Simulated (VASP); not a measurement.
These are PBE GGA, VASP's PBE PAW potentials (set 64) (plane waves; VASP 6.6.1) values and carry that method's errors.

VASP ran on this input.

**INCAR**
```
# general
SYSTEM  = KMgF3
PREC    = Accurate
ENCUT   = 620   # plane-wave cut-off (eV)
LREAL   = F   # projection in real space or not
LASPH   = T   # aspherical one-centre terms

# electronic loop
EDIFF   = 1E-6
NELM    = 100   # most electronic steps
ALGO    = Normal

# smearing
ISMEAR  = 0
SIGMA   = 0.05

# functional
GGA     = PE   # PBE

# ions
IBRION  = 2
NSW     = 40   # most ionic steps
ISIF    = 3   # ions, shape and volume
EDIFFG  = -0.02   # ionic stop
PSTRESS = 450   # kbar

# output
LWAVE   = F
LCHARG  = F
```

**KPOINTS**
```
K-points
0
G
6 6 6
0 0 0
```

File POSCAR:
```
KMgF3
1.0
  3.6353503720   0.0000000000   0.0000000000
  0.0000000000   3.6353503720   0.0000000000
  0.0000000000   0.0000000000   3.6353503720
K Mg F
1 1 3
Cartesian
  0.0000000000   0.0000000000   0.0000000000
  1.8176751860   1.8176751860   1.8176751860
  1.8176751860   0.0000000000   1.8176751860
  0.0000000000   1.8176751860   1.8176751860
  1.8176751860   1.8176751860   0.0000000000
```

POTCAR, in this order: K_sv Mg F (PBE.64 set). Program: vasp_std.

Output of the run:

**OSZICAR**
```
       N       E                     dE             d eps       ncg     rms          rms(c)
DAV:   1     0.286614723265E+03    0.28661E+03   -0.20569E+04   800   0.187E+03
DAV:   2    -0.136638100380E+02   -0.30028E+03   -0.29137E+03  1080   0.436E+02
DAV:   3    -0.246077676542E+02   -0.10944E+02   -0.10921E+02   952   0.826E+01
DAV:   4    -0.249598388858E+02   -0.35207E+00   -0.35161E+00  1328   0.126E+01
DAV:   5    -0.249619005582E+02   -0.20617E-02   -0.20616E-02   920   0.997E-01    0.102E+01
DAV:   6    -0.225153943214E+02    0.24465E+01   -0.92172E+00   868   0.293E+01    0.555E+00
DAV:   7    -0.225204862609E+02   -0.50919E-02   -0.63506E-01  1056   0.594E+00    0.369E+00
DAV:   8    -0.225250270718E+02   -0.45408E-02   -0.14220E-01   880   0.361E+00    0.648E-01
DAV:   9    -0.225187708825E+02    0.62562E-02   -0.61331E-02   952   0.195E+00    0.181E-01
DAV:  10    -0.225187070880E+02    0.63794E-04   -0.52234E-03  1036   0.613E-01    0.109E-01
DAV:  11    -0.225187116751E+02   -0.45871E-05   -0.60652E-05   972   0.654E-02    0.140E-01
DAV:  12    -0.225187144686E+02   -0.27935E-05   -0.63189E-05   968   0.763E-02    0.208E-02
DAV:  13    -0.225187123378E+02    0.21308E-05   -0.12640E-05   948   0.280E-02    0.761E-03
DAV:  14    -0.225187119224E+02    0.41537E-06   -0.13843E-06   600   0.132E-02
   1 F= -.90247104E+01 E0= -.90247104E+01  d E =-.902471E+01
```

**OUTCAR**
```
------------------------ aborting loop because EDIFF is reached ----------------------------------------
  FORCE on cell =-STRESS in cart. coord.  units (eV):
  Direction    XX          YY          ZZ          XY          YZ          ZX
  --------------------------------------------------------------------------------------
  Total       13.4331601     13.4331601     13.4331601      0.0000000     -0.0000000      0.0000000
  in kB      447.9710512    447.9710512    447.9710512      0.0000000     -0.0000000      0.0000000
  external PRESSURE =      -2.0289488 kB  Pullay stress =     450.0000000 kB
  volume of cell :       48.04
      direct lattice vectors                 reciprocal lattice vectors
     3.635350372  0.000000000  0.000000000     0.275076649  0.000000000  0.000000000
     0.000000000  3.635350372  0.000000000     0.000000000  0.275076649  0.000000000
     0.000000000  0.000000000  3.635350372     0.000000000  0.000000000  0.275076649
 POSITION                                       TOTAL-FORCE (eV/Angst)
 -----------------------------------------------------------------------------------
      0.00000      0.00000      0.00000         0.000000      0.000000      0.000000
      1.81768      1.81768      1.81768         0.000000      0.000000      0.000000
      1.81768      0.00000      1.81768         0.000000      0.000000      0.000000
      0.00000      1.81768      1.81768         0.000000      0.000000      0.000000
      1.81768      1.81768      0.00000         0.000000      0.000000      0.000000
 -----------------------------------------------------------------------------------
    total drift:                                0.000000      0.000000     -0.000000
  FREE ENERGIE OF THE ION-ELECTRON SYSTEM (eV)
  ---------------------------------------------------
  free  energy   TOTEN  =       -22.5187119224 eV

  energy  without entropy=      -22.5187119224  energy(sigma->0) =      -22.51871192
  enthalpy is  TOTEN    =        -9.0247104309 eV   P V=       13.4940014915

 reached required accuracy - stopping structural energy minimisation
```
(Selected blocks of OUTCAR.)

The compound is KMgF3 in the cubic perovskite structure. It was relaxed first under an external pressure of 45 GPa.
